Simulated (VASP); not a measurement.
Tl3Zn:

```xyz
4
Lattice="5.4180 0.0000 0.0000 2.7090 4.6922 0.0000 2.7090 1.5641 4.4238" Properties=species:S:1:pos:R:3 pbc="T T T"
Zn    0.0000    0.0000    0.0000
Tl    5.4180    3.1281    2.2119
Tl    2.7090    1.5641    1.1060
Tl    8.1270    4.6922    3.3179
```

The cell comes from a database or a generator and needn't be the stable form of this composition.

- Program: VASP 6.6.1
- Task: relaxation of cell and atoms
- Functional: PBEsol
- Potentials or basis: VASP PAW PBE potentials, release 64 (Zn, Tl_d)
- Cutoff: 600 eV
- k mesh: 5 × 5 × 5
- Occupations: fermi-dirac, width 0.1 eV
- Spin: no spin polarisation

At the start: pressure -2.2 GPa; volume 28.12 Å³/atom.

Question: Where does the relaxation end?

Answer: Over 3 steps the energy falls by 15.9 meV/atom and the volume is 25.98 Å³/atom (-7.6 %); space group Fm-3m (No. 225, to 0.05 Å).

The path:
| step | energy change (eV) | largest force (eV/Å) | pressure (GPa) | volume (Å³) |
| --- | --- | --- | --- | --- |
| 1 | 0.0000 | 0.0000 | -2.23 | 112.46 |
| 2 | -0.0588 | 0.0000 | -0.72 | 106.22 |
| 3 | -0.0637 | 0.0000 | 0.01 | 103.93 |

Final structure:
```xyz
4
Lattice="5.2774 0.0000 0.0000 2.6387 4.5703 0.0000 2.6387 1.5234 4.3090" Properties=species:S:1:pos:R:3 pbc="T T T"
Zn    0.0000    0.0000    0.0000
Tl    5.2774    3.0469    2.1545
Tl    2.6387    1.5234    1.0772
Tl    7.9161    4.5703    3.2317
```

Caveat: the PAW data sets were made with another functional, which shifts forces and pressure a little.
